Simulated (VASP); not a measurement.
Level of theory: r2SCAN meta-GGA, VASP's PBE PAW potentials (set 64) (plane waves; VASP).

The input files of a VASP run:

POSCAR:
```
SiO2
5.0634270
  0.9999999417   0.0000000000   0.0000000000
 -0.4999999709   0.8660254501   0.0000000000
  0.0000000000   0.0000000000   1.0946238398
Si O
3 6
Direct
  0.0000000000   0.5000000000   0.6666670000
  0.5000000000   0.0000000000   0.0000000000
  0.5000000000   0.5000000000   0.3333330000
  0.7914535893   0.5829071785   0.5000000000
  0.2085464107   0.7914535893   0.8333330000
  0.4170928215   0.2085464107   0.1666670000
  0.2085464107   0.4170928215   0.5000000000
  0.7914535893   0.2085464107   0.8333330000
  0.5829071785   0.7914535893   0.1666670000
```

INCAR:
```
ALGO=Normal
EDIFF=1E-7
ENCUT=520
ISIF=2
ISMEAR=-5
LASPH=.TRUE.
LCHARG=.FALSE.
LEFG=.TRUE.
LMIXTAU=.TRUE.
LORBIT=11
LREAL=.FALSE.
LWAVE=.FALSE.
METAGGA=R2SCAN
NEDOS=601
NELM=100
PREC=Accurate
SYSTEM=SiO2
```

**KPOINTS**
```
Automatic
0
Gamma
6 6 5
0 0 0
```

**KPOINTS_OPT**
```
k-points along high-symmetry lines
6
Line-mode
Reciprocal
  0.000000   0.000000   0.000000 ! GAMMA
  0.500000   0.000000   0.000000 ! M

  0.500000   0.000000   0.000000 ! M
  0.333333   0.333333   0.000000 ! K

  0.333333   0.333333   0.000000 ! K
  0.000000   0.000000   0.000000 ! GAMMA

  0.000000   0.000000   0.000000 ! GAMMA
  0.000000   0.000000   0.500000 ! A

  0.000000   0.000000   0.500000 ! A
  0.500000   0.000000   0.500000 ! L

  0.500000   0.000000   0.500000 ! L
  0.333333   0.333333   0.500000 ! H

  0.333333   0.333333   0.500000 ! H
  0.000000   0.000000   0.500000 ! A

  0.500000   0.000000   0.500000 ! L
  0.500000   0.000000   0.000000 ! M

  0.333333   0.333333   0.500000 ! H
  0.333333   0.333333   0.000000 ! K
```

POTCAR, in this order: Si O (PBE.64 set). Program: vasp_std.

Problem. What will the output report for the number of irreducible k-points (NKPTS), number of bands (NBANDS), largest plane-wave count, number of space-group operations, FFT grid (NGX, NGY, NGZ)?

Solution. 
```yaml
number of irreducible k-points (NKPTS): 21
number of bands (NBANDS): 29
largest_plane_wave_count: 3339
number_of_space_group_operations: 12
FFT grid (NGX, NGY, NGZ): 40 × 40 × 42
```

The structure comes from a computed database's SiO2 entry (P6_222); how it stands against other phases isn't given here. It was relaxed first.
